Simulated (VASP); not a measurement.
Given:

```xyz
2
Lattice="3.8869 -2.1727 -0.0341 3.8869 2.1727 -0.0341 2.7037 0.0000 3.5383" Properties=species:S:1:pos:R:3 pbc="T T T"
Sb     2.4817     0.0000     0.8219
Sb     7.9958     0.0000     2.6482
```

Computed with SCAN meta-GGA, VASP's PBE PAW potentials (set 64) (plane waves; VASP). Numerical set-up: 520 eV cut-off, 12×12×12 Γ-centred mesh, tetrahedra with Blöchl corrections, potentials Sb.

Give the energies of bands 2 to 8 at the high-symmetry points, in eV from the Fermi level.

```json
[
 {"band": "2", "Γ": "-4.65", "T": "-9.22", "H2": "-9.13", "L": "-9.77", "S0": "-9.12", "F": "-7.86"},
 {"band": "3", "Γ": "-1.71", "T": "-0.92", "H2": "-4.87", "L": "-1.43", "S0": "-5.20", "F": "-5.46"},
 {"band": "4", "Γ": "-1.58", "T": "-0.92", "H2": "-4.76", "L": "-1.26", "S0": "-2.98", "F": "-3.59"},
 {"band": "5", "Γ": "-1.58", "T": "-0.25", "H2": "-0.24", "L": "-0.02", "S0": "-2.65", "F": "-3.55"},
 {"band": "6", "Γ": "2.69", "T": "0.11", "H2": "0.80", "L": "0.11", "S0": "3.17", "F": "2.13"},
 {"band": "7", "Γ": "3.16", "T": "0.11", "H2": "5.23", "L": "0.47", "S0": "3.72", "F": "5.45"},
 {"band": "8", "Γ": "3.16", "T": "1.32", "H2": "5.30", "L": "0.55", "S0": "4.66", "F": "5.90"}
]
```

It has no gap at this level: it comes out as a metal or semimetal.

The compound is Sb in the a7 structure. It was relaxed first.
